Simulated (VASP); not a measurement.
# La3In: convergence with the k-mesh and plane-wave cutoff, part 2 of 3

Aim: find how far the k-mesh and plane-wave cutoff must be pushed for La3In, and what that costs. The series runs use LDA. The start is a cell from a database of measured crystal structures.

VASP 6.6.1; LDA; plane waves and PAW (La, In_d).

So far. Step 7 (K-mesh: 8 8 8): Against the run before the energy moves by +4.09 meV an atom and the pressure by -0.07 GPa, after 15 cycles in 44 s.

### 9. Plane-wave cutoff: ENCUT = 140

This step: LDA; plane waves and PAW (La, In_d) (VASP 6.6.1).

The basis grows with ENCUT, and energy and stress both move with it.

Input file INCAR:

```
SYSTEM = La3In
PREC = Accurate
ENCUT = 140
EDIFF = 1E-06
NELM = 100
ISMEAR = -1
SIGMA = 0.05
LREAL = .FALSE.
ALGO = Normal
GGA = CA
NBANDS = 29
LASPH = .TRUE.
LORBIT = 11
LWAVE = .FALSE.
LCHARG = .FALSE.
KPAR = 4
ISIF = 2
```

Input file POSCAR:

```
La3In
1.0
    5.0854000000      0.0000000000      0.0000000000
    0.0000000000      5.0854000000      0.0000000000
    0.0000000000      0.0000000000      5.0854000000
La In
3 1
Direct
    0.0000000000      0.5000000000      0.5000000000
    0.5000000000      0.0000000000      0.5000000000
    0.5000000000      0.5000000000      0.0000000000
    0.0000000000      0.0000000000      0.0000000000
```

Input file KPOINTS:

```
Automatic mesh
0
Gamma
5 5 5
0 0 0
```

The projector-augmented-wave data sets are La and In_d (PBE family, release 64).

Started as:

```
> mpirun -np 4 vasp_std
```

The log of the run:

```text
[... set-up lines as in an earlier step ...]
 entering main loop
       N       E                     dE             d eps       ncg     rms          rms(c)
DAV:   1     0.314264902603E+03    0.31426E+03   -0.93875E+03   580   0.550E+02
DAV:   2     0.180632836373E+02   -0.29620E+03   -0.29234E+03   708   0.249E+02
DAV:   3    -0.137913457011E+02   -0.31855E+02   -0.31258E+02   976   0.824E+01
DAV:   4    -0.149893678935E+02   -0.11980E+01   -0.11676E+01   832   0.147E+01
DAV:   5    -0.150333972119E+02   -0.44029E-01   -0.43691E-01  1003   0.260E+00    0.120E+01
DAV:   6    -0.133821972330E+02    0.16512E+01   -0.42119E+00   678   0.100E+01    0.559E+00
DAV:   7    -0.131804360691E+02    0.20176E+00   -0.70005E-01   824   0.457E+00    0.213E+00
DAV:   8    -0.131710175390E+02    0.94185E-02   -0.57319E-02   768   0.108E+00    0.530E-01
DAV:   9    -0.131703567931E+02    0.66075E-03   -0.52803E-03   880   0.336E-01    0.114E-01
DAV:  10    -0.131703673118E+02   -0.10519E-04   -0.34383E-04   832   0.948E-02    0.288E-02
DAV:  11    -0.131703711314E+02   -0.38196E-05   -0.30030E-05   840   0.275E-02    0.665E-03
DAV:  12    -0.131703707424E+02    0.38900E-06   -0.53064E-06   616   0.134E-02
   1 F= -.13170371E+02 E0= -.13148660E+02  d E =-.434218E-01
```

Elapsed: 5.8 s, on 4 MPI ranks of Intel Xeon Platinum 8375C at 2.90GHz (Ice Lake), shared host; peak memory 0.48 GiB; 20 s of CPU time.

From OUTCAR (step 9):

```text
   ENCUT  =  140.0 eV  10.29 Ry    3.21 a.u.   4.91  4.91  4.91*2*pi/ulx,y,z

   NELECT =      46.0000    total number of electrons

 E-fermi :   7.9533

 k-point     1 :       0.0000    0.0000    0.0000
  band No.  band energies     occupation
    ...
     20       7.0240      2.00000
     21       7.0240      2.00000
     22       7.0539      2.00000
     23       7.0539      2.00000
     24       7.0539      2.00000
     25       8.8345      0.00000
     26       8.8345      0.00000
     27       8.8345      0.00000
     28       9.4853      0.00000
     29      10.2602      0.00000

  Total      -87.5186591    -87.5186591    -87.5186591     -0.0000000      0.0000000      0.0000000
  in kB    -1066.1931338  -1066.1931338  -1066.1931338     -0.0000000      0.0000000      0.0000000
  external PRESSURE =   -1066.1931338 kB  Pullay stress =       0.0000000 kB

  FREE ENERGIE OF THE ION-ELECTRON SYSTEM (eV)
  ---------------------------------------------------
  free  energy   TOTEN  =       -13.1703707424 eV

  energy  without entropy=      -13.1269489664  energy(sigma->0) =      -13.14865985

[... 5 parts as in an earlier step ...]

[... 12 further parts left out ...]
```

The k-mesh is coarse for a metal.

This step gave:

* electronic steps: 12
* irreducible k points: 10
* free energy (TOTEN): -13.17 eV
* energy at zero smearing: -13.15 eV
* Fermi energy: 7.953 eV
* pressure: -106.6 GPa

The series starts at -3.2872 eV an atom and -106.62 GPa, after 12 cycles in 5.8 s.

### 10. Plane-wave cutoff: ENCUT = 180

INCAR, as its differences from that of step 9:

```diff
@@ -2,3 +2,3 @@
 PREC = Accurate
-ENCUT = 140
+ENCUT = 180
 EDIFF = 1E-06
```

POSCAR is that of step 9.

KPOINTS is that of step 9.

Started as:

```
> mpirun -np 4 vasp_std
```

The log of the run:

```text
[... set-up lines as in an earlier step ...]
 entering main loop
       N       E                     dE             d eps       ncg     rms          rms(c)
DAV:   1     0.414050751980E+03    0.41405E+03   -0.96403E+03   580   0.762E+02
DAV:   2     0.365028736508E+02   -0.37755E+03   -0.37191E+03   820   0.322E+02
DAV:   3    -0.169975935434E+02   -0.53500E+02   -0.52924E+02   956   0.143E+02
DAV:   4    -0.208390783077E+02   -0.38415E+01   -0.37813E+01  1056   0.336E+01
[...]
DAV:  10    -0.207631922119E+02   -0.23307E-04   -0.70164E-04  1048   0.189E-01    0.356E-02
DAV:  11    -0.207632000396E+02   -0.78278E-05   -0.46314E-05  1080   0.401E-02    0.127E-02
DAV:  12    -0.207631990734E+02    0.96625E-06   -0.49810E-06   768   0.163E-02
   1 F= -.20763199E+02 E0= -.20740378E+02  d E =-.456412E-01
```

Wall time 6 s (4 MPI ranks); peak memory 0.49 GiB.

Parts of OUTCAR (step 10):

```text
  Total      -15.1271103    -15.1271103    -15.1271103     -0.0000000     -0.0000000      0.0000000
  in kB     -184.2855148   -184.2855148   -184.2855148     -0.0000000     -0.0000000      0.0000000
  external PRESSURE =    -184.2855148 kB  Pullay stress =       0.0000000 kB

 POSITION                                       TOTAL-FORCE (eV/Angst)
 -----------------------------------------------------------------------------------
      0.00000      2.54270      2.54270         0.000000      0.000000      0.000000
      2.54270      0.00000      2.54270         0.000000      0.000000      0.000000
      2.54270      2.54270      0.00000         0.000000      0.000000      0.000000
      0.00000      0.00000      0.00000         0.000000      0.000000      0.000000
 -----------------------------------------------------------------------------------
    total drift:                               -0.000000     -0.000000     -0.000000

  FREE ENERGIE OF THE ION-ELECTRON SYSTEM (eV)
  ---------------------------------------------------
  free  energy   TOTEN  =       -20.7631990734 eV

  energy  without entropy=      -20.7175579100  energy(sigma->0) =      -20.74037849

[... 1 part as in an earlier step ...]

[... 2 further parts left out ...]
[key lines of the parts left out:]
E-fermi :   7.8797
```

Against the run before the energy moves by -1897.93 meV an atom and the pressure by +88.19 GPa, after 12 cycles in 6 s.

### 11. Plane-wave cutoff: ENCUT = 220

INCAR, as its differences from that of step 10:

```diff
@@ -2,3 +2,3 @@
 PREC = Accurate
-ENCUT = 180
+ENCUT = 220
 EDIFF = 1E-06
```

POSCAR is that of step 10.

KPOINTS is that of step 10.

Started as:

```
> mpirun -np 4 vasp_std
```

The log of the run:

```text
[... set-up lines as in an earlier step ...]
 entering main loop
       N       E                     dE             d eps       ncg     rms          rms(c)
DAV:   1     0.459770557184E+03    0.45977E+03   -0.10233E+04   580   0.101E+03
DAV:   2     0.501228359419E+02   -0.40965E+03   -0.40234E+03   916   0.379E+02
DAV:   3    -0.134383927069E+02   -0.63561E+02   -0.62895E+02   844   0.194E+02
DAV:   4    -0.204513321385E+02   -0.70129E+01   -0.65992E+01  1088   0.513E+01
[...]
DAV:  11    -0.212964293557E+02   -0.54024E-05   -0.15314E-04  1008   0.103E-01    0.856E-03
DAV:  12    -0.212964298600E+02   -0.50422E-06   -0.30195E-05  1048   0.344E-02    0.501E-03
DAV:  13    -0.212964301112E+02   -0.25126E-06   -0.36400E-06   656   0.147E-02
   1 F= -.21296430E+02 E0= -.21273708E+02  d E =-.454447E-01
```

Wall time 9.8 s (4 MPI ranks); peak memory 0.55 GiB; 35 s of CPU time.

Parts of OUTCAR (step 11):

```text
  Total       -4.4428998     -4.4428998     -4.4428998      0.0000000      0.0000000      0.0000000
  in kB      -54.1254780    -54.1254780    -54.1254780      0.0000000      0.0000000      0.0000000
  external PRESSURE =     -54.1254780 kB  Pullay stress =       0.0000000 kB

  FREE ENERGIE OF THE ION-ELECTRON SYSTEM (eV)
  ---------------------------------------------------
  free  energy   TOTEN  =       -21.2964301112 eV

  energy  without entropy=      -21.2509854191  energy(sigma->0) =      -21.27370777

[... 2 parts as in an earlier step ...]

[... 2 further parts left out ...]
[key lines of the parts left out:]
E-fermi :   7.8656
```

Against the run before the energy moves by -133.33 meV an atom and the pressure by +13.02 GPa, after 13 cycles in 9.8 s.

### 12. Plane-wave cutoff: ENCUT = 240

INCAR, as its differences from that of step 11:

```diff
@@ -2,3 +2,3 @@
 PREC = Accurate
-ENCUT = 220
+ENCUT = 240
 EDIFF = 1E-06
```

POSCAR is that of step 11.

KPOINTS is that of step 11.

Started as:

```
> mpirun -np 4 vasp_std
```

The log of the run:

```text
[... set-up lines as in an earlier step ...]
 entering main loop
       N       E                     dE             d eps       ncg     rms          rms(c)
DAV:   1     0.478471326255E+03    0.47847E+03   -0.10595E+04   580   0.113E+03
DAV:   2     0.583455612832E+02   -0.42013E+03   -0.41221E+03   900   0.398E+02
DAV:   3    -0.127993521853E+02   -0.71145E+02   -0.70023E+02   862   0.216E+02
DAV:   4    -0.201893568551E+02   -0.73900E+01   -0.70095E+01  1096   0.599E+01
[...]
DAV:  12    -0.213100600800E+02   -0.41073E-05   -0.17403E-04  1120   0.862E-02    0.126E-02
DAV:  13    -0.213100618283E+02   -0.17483E-05   -0.22034E-05   952   0.404E-02    0.356E-03
DAV:  14    -0.213100621527E+02   -0.32444E-06   -0.35818E-06   656   0.127E-02
   1 F= -.21310062E+02 E0= -.21287320E+02  d E =-.454844E-01
```

Elapsed: 11 s, on 4 MPI ranks; peak memory 0.55 GiB; 42 s of CPU time.

OUTCAR, selected parts (step 12):

```text
  Total       -3.6574941     -3.6574941     -3.6574941      0.0000000      0.0000000     -0.0000000
  in kB      -44.5572988    -44.5572988    -44.5572988      0.0000000      0.0000000     -0.0000000
  external PRESSURE =     -44.5572988 kB  Pullay stress =       0.0000000 kB

  FREE ENERGIE OF THE ION-ELECTRON SYSTEM (eV)
  ---------------------------------------------------
  free  energy   TOTEN  =       -21.3100621527 eV

  energy  without entropy=      -21.2645777274  energy(sigma->0) =      -21.28731994

[... 2 parts as in an earlier step ...]

[... 2 further parts left out ...]
[key lines of the parts left out:]
E-fermi :   7.8647
```

Against the run before the energy moves by -3.40 meV an atom and the pressure by +0.96 GPa, after 14 cycles in 11 s.

### 13. Plane-wave cutoff: ENCUT = 280

INCAR, as its differences from that of step 12:

```diff
@@ -2,3 +2,3 @@
 PREC = Accurate
-ENCUT = 240
+ENCUT = 280
 EDIFF = 1E-06
```

POSCAR is that of step 12.

KPOINTS is that of step 12.

Started as:

```
> mpirun -np 4 vasp_std
```

The log of the run:

```text
[... set-up lines as in an earlier step ...]
 entering main loop
       N       E                     dE             d eps       ncg     rms          rms(c)
DAV:   1     0.487450314573E+03    0.48745E+03   -0.11520E+04   588   0.135E+03
DAV:   2     0.654036267050E+02   -0.42205E+03   -0.41494E+03   916   0.418E+02
DAV:   3    -0.123909801755E+02   -0.77795E+02   -0.76910E+02   884   0.245E+02
DAV:   4    -0.200900492077E+02   -0.76991E+01   -0.73573E+01  1120   0.682E+01
[...]
DAV:  12    -0.212953604840E+02   -0.13754E-04   -0.17623E-04  1128   0.908E-02    0.738E-03
DAV:  13    -0.212953638628E+02   -0.33788E-05   -0.37610E-05   808   0.438E-02    0.143E-03
DAV:  14    -0.212953646138E+02   -0.75099E-06   -0.82075E-06   728   0.206E-02
   1 F= -.21295365E+02 E0= -.21272616E+02  d E =-.454979E-01
```

The job ended after 9.8 s (4 MPI ranks; peak memory 0.57 GiB).

OUTCAR, selected parts (step 13):

```text
  Total       -3.5560328     -3.5560328     -3.5560328     -0.0000000      0.0000000     -0.0000000
  in kB      -43.3212499    -43.3212499    -43.3212499     -0.0000000      0.0000000     -0.0000000
  external PRESSURE =     -43.3212499 kB  Pullay stress =       0.0000000 kB

  FREE ENERGIE OF THE ION-ELECTRON SYSTEM (eV)
  ---------------------------------------------------
  free  energy   TOTEN  =       -21.2953646138 eV

  energy  without entropy=      -21.2498667222  energy(sigma->0) =      -21.27261567

[... 2 parts as in an earlier step ...]

[... 2 further parts left out ...]
[key lines of the parts left out:]
E-fermi :   7.8645
```

Against the run before the energy moves by +3.68 meV an atom and the pressure by +0.12 GPa, after 14 cycles in 9.8 s.

### 14. Plane-wave cutoff: ENCUT = 310

INCAR, as its differences from that of step 13:

```diff
@@ -2,3 +2,3 @@
 PREC = Accurate
-ENCUT = 280
+ENCUT = 310
 EDIFF = 1E-06
```

POSCAR is that of step 13.

KPOINTS is that of step 13.

Started as:

```
> mpirun -np 4 vasp_std
```

The log of the run:

```text
[... set-up lines as in an earlier step ...]
 entering main loop
       N       E                     dE             d eps       ncg     rms          rms(c)
DAV:   1     0.515409163863E+03    0.51541E+03   -0.12292E+04   580   0.150E+03
DAV:   2     0.831348986417E+02   -0.43227E+03   -0.42313E+03   884   0.433E+02
DAV:   3    -0.751195941661E+01   -0.90647E+02   -0.89412E+02   844   0.263E+02
DAV:   4    -0.196192231333E+02   -0.12107E+02   -0.11657E+02  1128   0.812E+01
[...]
DAV:  12    -0.212955203878E+02   -0.13217E-04   -0.18318E-04  1088   0.864E-02    0.600E-03
DAV:  13    -0.212955235516E+02   -0.31639E-05   -0.33657E-05   800   0.407E-02    0.111E-03
DAV:  14    -0.212955243069E+02   -0.75522E-06   -0.80785E-06   744   0.190E-02
   1 F= -.21295524E+02 E0= -.21272771E+02  d E =-.455062E-01
```

The job ended after 14 s (4 MPI ranks; peak memory 0.62 GiB).

OUTCAR, selected parts (step 14):

```text
  Total       -3.5716921     -3.5716921     -3.5716921     -0.0000000      0.0000000      0.0000000
  in kB      -43.5120189    -43.5120189    -43.5120189     -0.0000000      0.0000000      0.0000000
  external PRESSURE =     -43.5120189 kB  Pullay stress =       0.0000000 kB

 POSITION                                       TOTAL-FORCE (eV/Angst)
 -----------------------------------------------------------------------------------
      0.00000      2.54270      2.54270         0.000000      0.000000      0.000000
      2.54270      0.00000      2.54270         0.000000      0.000000      0.000000
      2.54270      2.54270      0.00000         0.000000      0.000000      0.000000
      0.00000      0.00000      0.00000         0.000000      0.000000      0.000000
 -----------------------------------------------------------------------------------
    total drift:                                0.000000      0.000000     -0.000000

  FREE ENERGIE OF THE ION-ELECTRON SYSTEM (eV)
  ---------------------------------------------------
  free  energy   TOTEN  =       -21.2955243069 eV

  energy  without entropy=      -21.2500180713  energy(sigma->0) =      -21.27277119

[... 1 part as in an earlier step ...]

[... 2 further parts left out ...]
[key lines of the parts left out:]
E-fermi :   7.8643
```

Against the run before the energy moves by -0.04 meV an atom and the pressure by -0.02 GPa, after 14 cycles in 14 s.

### 15. Plane-wave cutoff: ENCUT = 380

INCAR, as its differences from that of step 14:

```diff
@@ -2,3 +2,3 @@
 PREC = Accurate
-ENCUT = 310
+ENCUT = 380
 EDIFF = 1E-06
```

POSCAR is that of step 14.

KPOINTS is that of step 14.

Started as:

```
> mpirun -np 4 vasp_std
```

The log of the run:

```text
[... set-up lines as in an earlier step ...]
 entering main loop
       N       E                     dE             d eps       ncg     rms          rms(c)
DAV:   1     0.543155866452E+03    0.54316E+03   -0.13709E+04   580   0.179E+03
DAV:   2     0.876574994466E+02   -0.45550E+03   -0.44410E+03   924   0.438E+02
DAV:   3    -0.853391363369E+01   -0.96191E+02   -0.94858E+02   868   0.276E+02
DAV:   4    -0.196188554673E+02   -0.11085E+02   -0.10713E+02  1096   0.846E+01
[...]
DAV:  12    -0.212969132726E+02   -0.10493E-04   -0.14789E-04  1104   0.799E-02    0.823E-03
DAV:  13    -0.212969156974E+02   -0.24247E-05   -0.26827E-05   824   0.375E-02    0.143E-03
DAV:  14    -0.212969162456E+02   -0.54818E-06   -0.55400E-06   720   0.166E-02
   1 F= -.21296916E+02 E0= -.21274161E+02  d E =-.455097E-01
```

It took 11 s on 4 MPI ranks; peak memory 0.67 GiB.

(Part 2 of 3 ends here.)

[Lines on the potential files, build, host, timing and source positions are cut from VASP's logs without a mark.]

[Logs are printed without paths, hosts, clocks, repeated set-up lines and the standing remarks that a program may print on its own settings, such as how far it seeks lower states.]

[Hosts, paths, dates, database ids (printed as entryN), source tags and the programs' standing remarks are cut or masked in the printed files.]

[A measured line is paired with the nearest computed mode of its activity, which favours agreement.]
